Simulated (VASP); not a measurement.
Method: PBE GGA, VASP's PBE PAW potentials (set 64) (plane waves; VASP).

A VASP calculation is set up with these files.

**INCAR**
```
ALGO  =  Normal
EDIFF  =  1E-6
ENCUT  =  300
GGA  =  PE
ISIF  =  2
ISMEAR  =  0
LASPH  =  .TRUE.
LCHARG  =  .FALSE.
LREAL  =  .FALSE.
LWAVE  =  .FALSE.
NELM  =  100
PREC  =  Accurate
SIGMA  =  0.05
SYSTEM  =  MgS
```

**POSCAR**
```
MgS
1.0
  0.0000000000   2.5945030000   2.5945030000
  2.5945030000   0.0000000000   2.5945030000
  2.5945030000   2.5945030000   0.0000000000
Mg S
1 1
direct
  0.0000000000   0.0000000000   0.0000000000
  0.5000000000   0.5000000000   0.5000000000
```

File KPOINTS:
```
Automatic mesh
0
Gamma
11 11 11
0.5 0.5 0.5
```

POTCAR, in this order: Mg S (PBE.64 set). Program: vasp_std.

### Question
Estimate the energy per atom (σ→0), pressure.

### Answer

```yaml
energy per atom (σ→0): -4.249 eV/atom
pressure: 13.7 kbar
```

File OSZICAR:
```
...
DAV:   6    -0.853771792198E+01    0.36045E+00   -0.92518E-01  2472   0.478E+00    0.354E+00
DAV:   7    -0.849747939593E+01    0.40239E-01   -0.23750E-01  3008   0.260E+00    0.232E+00
DAV:   8    -0.849766848089E+01   -0.18908E-03   -0.12845E-02  2768   0.941E-01    0.868E-01
DAV:   9    -0.849751046026E+01    0.15802E-03   -0.49644E-04  2928   0.178E-01    0.262E-01
DAV:  10    -0.849754905528E+01   -0.38595E-04   -0.13201E-04  3424   0.759E-02    0.129E-02
DAV:  11    -0.849754675334E+01    0.23019E-05   -0.18679E-05  2744   0.223E-02    0.101E-02
DAV:  12    -0.849754671972E+01    0.33622E-07   -0.36211E-07  1448   0.521E-03
   1 F= -.84975467E+01 E0= -.84975467E+01  d E =-.640122E-12
```

The structure comes from a computed database's MgS entry; how it stands against other phases isn't given here. The cell was not relaxed at this level. The run is one of a series of settings (KPOINTS 11×11×11 Γ-centred mesh shifted by (0.5, 0.5, 0.5) against the base run), some of them coarse on purpose.
